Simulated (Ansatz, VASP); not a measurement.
# CsTa4 in VASP and in Ansatz

Contents of INCAR:

```
  PREC = Accurate
  ENCUT = 520
  EDIFF = 1E-7
  ISMEAR = 0
  SIGMA = 0.1
  LREAL = False
  LASPH = True
  NELM = 100
  ALGO = Normal
  ISIF = 2
  LWAVE = False
  LCHARG = False
  GGA = PE
  NBANDS = 34
```

KPOINTS

```
regular mesh
0
Gamma
  4 4 4
```

The input POSCAR:

```
CsTa4
1.0
    4.9487801200      0.0000000000      0.0000000000
    0.0000000000      4.9487801200      0.0000000000
    0.0000000000      0.0000000000      4.9487801200
Cs Ta
1 4
Direct
    0.5000000000      0.5000000000      0.5000000000
    0.0000000000      0.0000000000      0.0000000000
    0.5000000000      0.5000000000      0.0000000000
    0.5000000000      0.0000000000      0.5000000000
    0.0000000000      0.5000000000      0.5000000000
```

Input for Ansatz:

```yaml
crystal:
  lattice:
    - [4.94878012, 0.0, 0.0]
    - [0.0, 4.94878012, 0.0]
    - [0.0, 0.0, 4.94878012]
  atoms:
    - { symbol: Cs, position: [0.5, 0.5, 0.5] }
    - { symbol: Ta, position: [0.0, 0.0, 0.0] }
    - { symbol: Ta, position: [0.5, 0.5, 0.0] }
    - { symbol: Ta, position: [0.5, 0.0, 0.5] }
    - { symbol: Ta, position: [0.0, 0.5, 0.5] }
basis:
  ecutwfc: 420
kpoints:
  mp_grid: { grid: [4, 4, 4] }
hamiltonian:
  xc: pbe
scf:
  occupations: { method: gaussian, width: 0.1 }
  lower_state_search: "off"
output:
  forces: true
  stress: true
  eigenvalues: true
```

Change from the starting cell: species swapped into the Ni4N type (Pm-3m, No. 221).

Alike in both runs: task single point; functional PBE; k mesh 4 × 4 × 4; occupations gaussian, width 0.1 eV; no spin polarisation.

|  | VASP | Ansatz |
| --- | --- | --- |
| version | VASP 6.6.1 | Ansatz 0.2.0 |
| potentials or method | VASP PAW PBE potentials, release 64 (Cs_sv, Ta_pv) | scalar-relativistic, plane waves, PAW |
| plane-wave cutoff (eV) | 520 | 420 |
| valence electrons in the cell | 53 | 61 |

|  | VASP | Ansatz | Ansatz less VASP |
| --- | --- | --- | --- |
| gap on the k mesh at the Fermi level (eV) | none | none | - |
| pressure (GPa) | 0.2 | -2.5 | -2.71 |

A gap of «none» marks a metal or a gap that the smearing closes. The two sets of potentials don't hold the same shells in valence.

The runs have no spin-orbit coupling, so splittings on Cs, Ta are missing.
